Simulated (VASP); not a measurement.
Input:

```yaml
crystal:
  lattice:
    - [0.00000, 3.54738, 3.54738]
    - [3.54738, 0.00000, 3.54738]
    - [3.54738, 3.54738, 0.00000]
  atoms:
    - { symbol: K, position: [0.00000, 0.00000, 0.00000] }
    - { symbol: I, position: [0.50000, 0.50000, 0.50000] }
```

Computed with PBE GGA with D3 dispersion (zero damping), VASP's PBE PAW potentials (set 64) (plane waves; VASP 6.6.1). Settings: 520 eV cut-off, 7×7×7 Γ-centred mesh, tetrahedra with Blöchl corrections, potentials K_sv I.

Unless said otherwise, spin-orbit coupling is left out, though it shifts the bands of the heavy elements here.

Estimate the energy per atom (σ→0), band gap (on the k-mesh) with the smallest direct gap where there is one.

```json
{
  "band gap (on the k-mesh)": "3.93 eV",
  "smallest direct gap (on the k-mesh)": "3.93 eV",
  "energy per atom (σ→0)": "-287.9 kJ/mol of atoms"
}
```

The compound is KI in the rock salt structure. It was relaxed first.
